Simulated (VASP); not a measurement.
KMgF$_{3}$ (cubic perovskite):

```
KMgF3
1.0
    3.99000     0.00000     0.00000
    0.00000     3.99000     0.00000
    0.00000     0.00000     3.99000
K Mg F
1 1 3
Direct
  0.00000   0.00000   0.00000
  0.50000   0.50000   0.50000
  0.50000   0.00000   0.50000
  0.00000   0.50000   0.50000
  0.50000   0.50000   0.00000
```

The lowest empty band near Γ, direction [100], from PBE with spin-orbit coupling in VASP (PAW); its two spin partners are averaged. The gap over the points computed is 7.27 eV, and the next band on that side lies 2.80 eV away at the edge.

Numerical set-up: 520 eV cut-off, 6×6×6 Γ-centred mesh, Gaussian smearing of 0.050 eV, potentials K_sv Mg F.

```csv
distance from the edge in k (1/Å),distance in energy (meV)
0.025,4.7
0.035,9.1
0.050,18.5
0.070,36.1
```

Question: Fit E(1 + αE) = ħ²k²/2m* (ħ²/2m0 = 3.810 eV Å²) and predict the row at 0.095 1/Å.

Answer: The rows don't resolve α, so a parabola serves: the electron mass is m* = 0.516 m0, and so 66.6 meV. The run gave 66.3 meV, -0.3 meV from the fit.

Left out are points under 3 meV from the edge, since the levels carry 0.1 meV, and points farther than half the way to the next band.

The compound is KMgF3 in the cubic perovskite structure. The cell was not relaxed at this level.
